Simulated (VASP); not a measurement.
# ZnS (relaxed from the layered h-BN type structure, space group P6_3/mmc): computed properties

These are r2SCAN meta-GGA, VASP's PBE PAW potentials (set 64) (plane waves; VASP) values and carry that method's errors.

- space group = P6_3/mmc (194)
- cell = a = b = 3.9476 Å, c = 5.8287 Å, α = β = 90.00°, γ = 120.00°
- volume per atom = 19.67 Å³/atom
- band gap (over mesh and band path) = 1.89 eV
- smallest direct gap (over mesh and band path) = 1.89 eV
- band-edge character = direct, Γ to Γ
- density = 4.11 g/cm³

Space group P6₃/mmc (No. 194); a = 3.948 Å, b = 3.948 Å, c = 5.829 Å, α = 90.00°, β = 90.00°, γ = 120.00°

```csv
atom,site,symmetry,x,y,z
Zn,2c,-6m2,0.3333,0.6667,0.2500
S,2d,-6m2,0.6667,0.3333,0.2500
```

The structure was generated: ZnS was put into the layered h-BN type type (P6_3/mmc), which need not be its known phase. It was relaxed first, which changed the volume by -36 %. Symmetry was kept, so distortions that lower it aren't found.
